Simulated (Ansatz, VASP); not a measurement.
**NiS2 in two plane-wave programs**

Aim: how closely do two programs agree when they are given the same cell, functional and k mesh? The structure shown is the start of the Ansatz relaxation below; VASP solves that cell, so the two are compared at the walk's first step.

Main program and level: Ansatz 0.2.0; plane waves, with VASP 6.6.1 beside it; single point at PBEsol with D3(BJ).

### 1. Set-up

The cell holds 3 atoms: 2 S and 1 Ni. Cell: a = 3.516 Å, b = 3.516 Å, c = 17.143 Å, α = 90.0°, β = 90.0°, γ = 120.0°. It derives from NiS2. As first built, before any earlier steps moved the atoms (in the runner's words): kind sheets cut from a layered crystal; sheets 1. Vacuum lies along c.

### 2. Ansatz: relaxation, PBEsol with D3(BJ)

Ansatz runs on its default PAW (the set named soft_2) files.

The two programs are compared at the cell with which this relaxation starts, whose forces are those of its first step.

Contents of input.yaml:

```yaml
crystal:
  lattice:
    - [3.516258106, 0.0, 0.0]
    - [-1.758129053, 3.045168846, 0.0]
    - [0.0, 0.0, 17.1434411046]
  atoms:
    - { symbol: S, position: [0.666666667, 0.333333333, 0.562514903] }
    - { symbol: Ni, position: [0.333333333, 0.666666667, 0.5], spin: 1.0 }
    - { symbol: S, position: [0.666666667, 0.333333333, 0.437485097] }
magnetization:
  spin_polarized: true
kpoints:
  mp_grid: { grid: [12, 12, 1] }
scf:
  occupations: { method: fermi_dirac, width: 0.05 }
  n_extra_bands: 8
hamiltonian:
  xc: pbesol
  pseudopotentials: { kind: paw }
  dispersion: d3bj
output:
  forces: true
  write_potential: true
  volumetric_format: []
relax:
  f_tol: 0.03
  max_steps: 45
  cell: { fix: [c, alpha, beta] }
```

Launch:

```sh
$ ansatz run input.yaml --threads 8 --pin off --max-ram 14336MiB --backend cpu --events-out ev --progress --plain --runs-dir out
```

Numbers of over 12 decimals in the logs are rounded to 6 here.

Log:

```text
scf.n_extra_bands = 8 over 15 filled bands (N_el = 30.0): the run solves 23 bands
Engine: ansatz 0.2.0, aarch64-unknown-linux-gnu
Pseudopotentials: kind: paw
Pseudopotential: S, paw, valence charge 6, recommended cutoff 420 eV (normal), S.paw.azcp
Pseudopotential: Ni, paw, valence charge 18, recommended cutoff 420 eV (normal), Ni.paw.azcp
Functional definition: PBEsol
  exchange = pbesol_x
  correlation = pbesol_c
Crystal: 3 atoms, lattice volume = 183.565 Å³
Basis set: ecut = 420 eV, 3567 PW (Γ), exchange–correlation on 48×48×240 points (8 copies of the dense FFT grid, shifted against one another)
Bands: 23, of which v1, the nominal top of the filled ones, is band 15 counted from 1 (14 counted from 0)
Symmetry: 12 space group operations
Space group: P-6m2 (ITA 187), of the structure as read, at distance tolerance 5.7e-5 Å
Magnetic group: BNS 187.209 (UNI 1439), of the structure as read, at distance tolerance 5.7e-5 Å
k-points: 19 of 144 (time reversal used)
Non-local potential: S, projectors of the file, l = 0: 2, l = 1: 2, l = 2: 2
Non-local potential: Ni, projectors of the file, l = 0: 3, l = 1: 2, l = 2: 3, l = 3: 1
PAW form: soft (Blöchl's): semilocal exchange-correlation on the pseudo side does not see the compensation charge
PAW frozen core: S, regenerated for the run's functional, and the local potential with it (the file was generated under x = pbe(κ = 0.804, μ = 0.219515), c = pbe(β = 0.066725))
PAW frozen core: Ni, regenerated for the run's functional, and the local potential with it (the file was generated under x = pbe(κ = 0.804, μ = 0.219515), c = pbe(β = 0.066725))
PAW one-centre angular grid: S, 110 points (default); XC on 64 Gauss nodes
PAW one-centre angular grid: Ni, 590 points (default); XC on 64 Gauss nodes
Initial density: superposition of atomic densities (neutral atoms: chi_scale 0, normalization atom)
Starting moments: Σ|m| = 1 μB on 1 of 3 sites
Initial wavefunctions: pseudopotential atomic-orbital guess
Functional: x = pbesol(κ = 0.804, μ = 0.123457), c = pbesol(β = 0.046)
iter 1 solved again at ethr=2.32e-3 eV; its pass at ethr=3.10e-3 eV (dr2=6.95e-1 eV) is discarded
SCF iter   1: F=—  HF=-7573.405360 eV  |F-HF|=—  |Δ(HF+E_count)|=         —  Δρ=1.76e-2 (↑1.25e-2 ↓1.76e-2)  dr2=7.17e-1  dr2_m=1.70e-1  M=0.544 μB ∫|m|=0.751 μB  β_m=0.30  ethr=2.32e-3  ⟨swp⟩=1.2  Hψ=6693  notcnv=0
Mixer restart at iter 1: flushing history
preconditioner: auto → LDOS  [metal: Δε(μ)=0.038 eV  Ē_g=10.498 eV  σ=0.050 eV  W_gap=0.18  n_scr=10 (ndim 8)  ℏωp=12.9 eV  f_vac=0.668  D(μ)=2.84/eV (n_scr^D=8)]
spin=Collinear: LDOS preconditioning applied to the charge; magnetization (m = ρ↑ − ρ↓) channel mixes plain (no charge-response kernel on spin).
SCF iter   2: F=—  HF=-7574.212581 eV  |F-HF|=—  |Δ(HF+E_count)|=   8.07e-1  Δρ=1.36e-2 (↑1.15e-2 ↓1.36e-2)  dr2=2.49e-1  dr2_m=1.59e-1  M=0.473 μB ∫|m|=0.683 μB  β_m=0.61  ethr=2.32e-3  ⟨swp⟩=3.1  Hψ=1576  notcnv=0  defer=7
SCF iter   3: F=—  HF=-7575.480802 eV  |F-HF|=—  |Δ(HF+E_count)|=         —  Δρ=1.85e-2 (↑1.85e-2 ↓1.50e-2)  dr2=3.18e-2  dr2_m=4.64e-1  M=0.077 μB ∫|m|=0.191 μB  β_m=0.61  ethr=8.31e-4  ⟨swp⟩=3.3  Hψ=1964  notcnv=0  defer=66
SCF iter   4: F=—  HF=-7575.506613 eV  |F-HF|=—  |Δ(HF+E_count)|=   2.58e-2  Δρ=9.68e-3 (↑6.94e-3 ↓9.68e-3)  dr2=1.11e-2  dr2_m=1.15e-1  M=0.046 μB ∫|m|=0.113 μB  β_m=0.81  ethr=1.06e-4  ⟨swp⟩=2.9  Hψ=1822  notcnv=0  defer=72
SCF iter   5: F=—  HF=-7575.538808 eV  |F-HF|=—  |Δ(HF+E_count)|=   3.22e-2  Δρ=5.39e-3 (↑5.39e-3 ↓3.59e-3)  dr2=9.67e-2  dr2_m=1.63e-3  M=0.009 μB ∫|m|=0.027 μB  β_m=0.63  ethr=3.69e-5  ⟨swp⟩=2.9  Hψ=1918  notcnv=0  defer=72
SCF iter   6: F=—  HF=-7575.511545 eV  |F-HF|=—  |Δ(HF+E_count)|=   2.73e-2  Δρ=6.87e-4 (↑2.70e-4 ↓6.87e-4)  dr2=2.38e-4  dr2_m=3.37e-4  M=0.005 μB ∫|m|=0.017 μB  β_m=0.73  ethr=3.69e-5  ⟨swp⟩=2.8  Hψ=2047  notcnv=0  defer=72
SCF iter   7: F=—  HF=-7575.511836 eV  |F-HF|=—  |Δ(HF+E_count)|=   2.91e-4  Δρ=1.77e-4 (↑1.77e-4 ↓4.27e-5)  dr2=2.82e-5  dr2_m=1.51e-5  M=0.001 μB ∫|m|=0.004 μB  β_m=0.86  ethr=7.92e-7  ⟨swp⟩=2.4  Hψ=1509  notcnv=0  defer=72
SCF iter   8: F=—  HF=-7575.511870 eV  |F-HF|=—  |Δ(HF+E_count)|=   3.37e-5  Δρ=2.85e-5 (↑1.28e-5 ↓2.85e-5)  dr2=5.98e-7  dr2_m=5.31e-7  M=0.000 μB ∫|m|=0.001 μB  β_m=0.85  ethr=9.42e-8  ⟨swp⟩=2.1  Hψ=1490  notcnv=0  defer=72
[...]
the starting moments were not kept: the SCF closed with an absolute magnetisation of 7.4e-6 μB, where they sum to 1 μB in size (1 site). That is at most 0.1 of that sum. Measured as dr2_m measures the in/out step, that magnetisation stands 5.5e-11 eV from none, at or under the dr2_threshold of 3.0e-7 eV: it is no larger than a step whose dr2_m would equal this threshold.
SCF 5 converged in 9 iterations: F = -7575.558375 eV  dr2 = 3.93e-9
relax step   5: F+E_penalty+E_count = -7575.55837528 eV  Δ(F+E_penalty+E_count) = -1.353e-3 eV  max|allowed force component| = 2.306e-4 eV/Å  Δτ_max = 0.0134 Å  P = -0.002 GPa  Ω = 173.394 Å³  energy of the carried Pulay correction = +3.722e-4 eV  fix = [c, alpha, beta]  reactions: c -0.007 GPa  (9 SCF iters, dr2 threshold 3.00e-7 eV, accepted)
Initial wavefunctions: pseudopotential atomic-orbital guess (no wavefunctions were taken with the density)
[...]
SCF iter   1: F=—  HF=-7575.558015 eV  |F-HF|=—  |Δ(HF+E_count)|=         —  Δρ=1.68e-5 (↑1.68e-5 ↓1.66e-5)  dr2=1.32e-6  dr2_m=4.28e-11  M=0.000 μB ∫|m|=0.000 μB  β_m=0.65  ethr=7.63e-7  ⟨swp⟩=3.3  Hψ=7926  notcnv=0
preconditioner: auto → LDOS  [metal: Δε(μ)=0.077 eV  Ē_g=10.493 eV  σ=0.050 eV  W_gap=0.36  n_scr=8 (ndim 8)  ℏωp=13.2 eV  f_vac=0.681  D(μ)=1.43/eV (n_scr^D=6)]
spin=Collinear: LDOS preconditioning applied to the charge; magnetization (m = ρ↑ − ρ↓) channel mixes plain (no charge-response kernel on spin).
SCF iter   2: F=—  HF=-7575.557980 eV  |F-HF|=—  |Δ(HF+E_count)|=   3.52e-5  Δρ=2.77e-5 (↑2.77e-5 ↓2.75e-5)  dr2=3.71e-6  dr2_m=1.97e-11  M=0.000 μB ∫|m|=0.000 μB  β_m=0.30  ethr=4.42e-9  ⟨swp⟩=3.1  Hψ=1626  notcnv=0
SCF iter   3: F=—  HF=-7575.557979 eV  |F-HF|=—  |Δ(HF+E_count)|=   6.68e-7  Δρ=1.56e-5 (↑1.56e-5 ↓1.54e-5)  dr2=1.33e-6  dr2_m=1.82e-11  M=0.000 μB ∫|m|=0.000 μB  β_m=0.61  ethr=4.42e-9  ⟨swp⟩=2.1  Hψ=1066  notcnv=0
SCF iter   4: F=—  HF=-7575.557979 eV  |F-HF|=—  |Δ(HF+E_count)|=   6.97e-8  Δρ=1.27e-6 (↑1.25e-6 ↓1.27e-6)  dr2=9.15e-9  dr2_m=2.69e-12  M=0.000 μB ∫|m|=0.000 μB  β_m=0.59  ethr=4.42e-9  ⟨swp⟩=1.3  Hψ=918  notcnv=0
SCF iter   5: F=—  HF=-7575.557980 eV  |F-HF|=—  |Δ(HF+E_count)|=   2.69e-7  Δρ=1.38e-6 (↑1.32e-6 ↓1.38e-6)  dr2=6.18e-9  dr2_m=1.80e-12  M=0.000 μB ∫|m|=0.000 μB  β_m=0.49  ethr=3.05e-11  ⟨swp⟩=2.8  Hψ=1620  notcnv=0
SCF iter   6: F=—  HF=-7575.557980 eV  |F-HF|=—  |Δ(HF+E_count)|=   8.05e-8  Δρ=4.74e-7 (↑4.36e-7 ↓4.74e-7)  dr2=7.81e-10  dr2_m=7.98e-13  M=0.000 μB ∫|m|=0.000 μB  β_m=0.31  ethr=2.06e-11  ⟨swp⟩=1.4  Hψ=949  notcnv=0
SCF iter   7: F=—  HF=-7575.557980 eV  |F-HF|=—  |Δ(HF+E_count)|=   1.53e-8  Δρ=1.56e-7 (↑1.37e-7 ↓1.56e-7)  dr2=5.98e-11  dr2_m=5.45e-13  M=0.000 μB ∫|m|=0.000 μB  β_m=0.25  ethr=2.60e-12  ⟨swp⟩=1.8  Hψ=1030  notcnv=0
SCF iter   8: F=—  HF=-7575.557980 eV  |F-HF|=—  |Δ(HF+E_count)|=   1.86e-9  Δρ=8.97e-8 (↑8.40e-8 ↓8.97e-8)  dr2=2.08e-11  dr2_m=5.15e-14  M=0.000 μB ∫|m|=0.000 μB  β_m=0.32  ethr=1.00e-12  ⟨swp⟩=2.3  Hψ=1393  notcnv=0
SCF iter   9: F=—  HF=-7575.557980 eV  |F-HF|=—  |Δ(HF+E_count)|=   3.80e-9  Δρ=5.00e-8 (↑5.00e-8 ↓3.85e-8)  dr2=7.08e-12  dr2_m=6.38e-14  M=0.000 μB ∫|m|=0.000 μB  β_m=0.63  ethr=1.00e-12  ⟨swp⟩=2.1  Hψ=986  notcnv=0
SCF iter  10: F=-7575.557980 eV  HF=-7575.557980 eV  |F-HF|=5.46e-12  |Δ(HF+E_count)|=  1.38e-10  Δρ=4.99e-8 (↑4.99e-8 ↓4.65e-8)  dr2=1.29e-11  dr2_m=5.41e-15  M=0.000 μB ∫|m|=0.000 μB  ethr=1.00e-12  ⟨swp⟩=6.2  Hψ=4227  notcnv=0
the starting moments were not kept: the SCF closed with an absolute magnetisation of 1.1e-7 μB, where they sum to 1 μB in size (1 site). That is at most 0.1 of that sum. Measured as dr2_m measures the in/out step, that magnetisation stands 1.6e-14 eV from none, at or under the dr2_threshold of 3.0e-11 eV: it is no larger than a step whose dr2_m would equal this threshold.
SCF 6 converged in 10 iterations: F = -7575.557980 eV  dr2 = 1.29e-11
relax step   6: F+E_penalty+E_count = -7575.55797983 eV  Δ(F+E_penalty+E_count) = +3.954e-4 eV  max|allowed force component| = 5.629e-4 eV/Å  Δτ_max = 0.0000 Å  P = -0.000 GPa  Ω = 173.394 Å³  fix = [c, alpha, beta]  reactions: c -0.005 GPa  stress off target by 1.88e-3 GPa on what of the cell is left free  SCF on the basis re-selected at this cell (its energy is not comparable with the rows above)  (10 SCF iters)
basis re-selected at this cell: Δ(F+E_penalty+E_count) = +3.954e-4 eV, ΔP = +0.002 GPa vs the last step (what re-selecting the basis moved, of the pressure what is left beyond the Pulay correction that the steps carried, after the strain that the cell walked since its last selection, with what the two solves' SCF thresholds leave and, on support functions, any second-order correction that the steps lacked; it is no m [...]
SCF converged after 10 iterations
Magnetization: 0.0000 μB (15.0000 up, 15.0000 down)
Absolute magnetization: 0.0000 μB (∫|ρ↑−ρ↓|, with the PAW one-centre terms)
Spin contamination: 0.0000 ħ² per cell (⟨S²⟩ above its minimum at these occupations)
Per-site moments (μB) at R_I (Å): [(1.2848788600662742e-9, 0.890997), (6.909154023048825e-8, 0.927841), (1.284878951818878e-9, 0.890997)]
Free energy (F): -7575.557980 eV
Harris-Foulkes:  -7575.557980 eV  (|F-HF|=5.46e-12)
Internal energy: -7575.546195 eV  (E = F + TS)
E sigma→0 (E₀):  -7575.552088 eV
Entropy (-TS):   -0.011784 eV (-3.928 meV/atom)
Fermi energy:    -0.011314 eV
--- Per-component energies (eV) ---
  E_band       = -720.185664
  E_kinetic    = 498.172604
  E_local      = -20762.490037  (includes V_loc(G=0)·N_el)
  E_nonlocal   = 697.326510
  E_hartree    = 9833.811296
  E_xc         = -276.407339
  E_vxc        = -283.663758  (∫ρ·V_xc dr)
  E_paw        = -2765.343559  (= ΣΔE_a)
  E_vpaw       = -537.154454  (= ΣTr[D̂ρ^β])
  E_aug_tail   = 0.000455  (compensation charges beyond the density's cutoff)
  E_ewald      = 5199.550454
  E_disp       = -0.487766  (pairwise vdW)
  E_core_change = 0.321187  (= ΣΔE_core)
  E_smearing   = -0.011784  (= −TS)
  E_closure    = -0.000000  (closes the sum)
  Σ components = -7575.557980   (vs F -7575.557980, Δ=0.00e0)
--- Forces (eV/Å), atoms counted from 1 ---
  atom   1  S      0.00000000    -0.00000000     0.00056286
  atom   2  Ni     0.00000000     0.00000000     0.00000000
  atom   3  S      0.00000000    -0.00000000    -0.00056286
  max |Σ_I F_I| component: 1.04e-17 eV/Å
--- Stress (GPa, compression-positive) ---
        0.001878       0.000000       0.000000
        0.000000       0.001878       0.000000
        0.000000       0.000000      -0.005050
  P = ⅓ Tr σ = -0.0004 GPa (-0.004 kbar)
--- Band table (eV; the first three rows and the last of 38) ---
  k-point 0 ↑: bands = [... 11 lower, -1.8878, -0.1172, 0.1321, 0.1321, 0.3118, 0.3118, 2.5483, 3.4944, ... 4 higher]
  k-point 1 ↑: bands = [... 11 lower, -1.9344, -0.2164, -0.1910, -0.0330, 0.2045, 0.3515, 3.0012, 3.6089, ... 4 higher]
  k-point 2 ↑: bands = [... 11 lower, -2.0897, -0.8181, -0.7290, -0.4379, 0.4034, 0.4508, 3.7229, 3.9525, ... 4 higher]
  k-point 18 ↓: bands = [... 11 lower, -2.7737, -2.7441, -2.5378, -1.4477, -0.0297, 1.9948, 5.2068, 5.8903, ... 4 higher]
--- Relaxed structure (5 steps of the walk, 5 accepted, 1 SCFs on fresh bases) ---
  F+E_penalty+E_count = -7575.55797983 eV   max|allowed force component| = 5.629e-4 eV/Å   (the final SCF, on the basis selected at the relaxed cell)
  cell:  # Å, volume = 173.3945 Å³
    - [3.417459, 0, 0.0]
    - [-1.708729, 2.959606, 0.0]
    - [0.0, 0.0, 17.1434411046]
  atoms:
    - { symbol: S, position: [0.666667, 0.333333, 0.562998] }
    - { symbol: Ni, position: [0.333333, 0.666667, 0.500000] }
    - { symbol: S, position: [0.666667, 0.333333, 0.437002] }
```

The column dr2 measures how far the density is from self-consistency, as an energy; F and HF (Harris–Foulkes) agree once it is small.

[end of part 1 of 2]

[Lines on the potential files, build, host, timing and source positions are cut from VASP's logs without a mark.]

[Logs are printed without paths, hosts, clocks, repeated set-up lines and the standing remarks that a program may print on its own settings, such as how far it seeks lower states.]

[Hosts, paths, dates, database ids (printed as entryN), source tags and the programs' standing remarks are cut or masked in the printed files.]
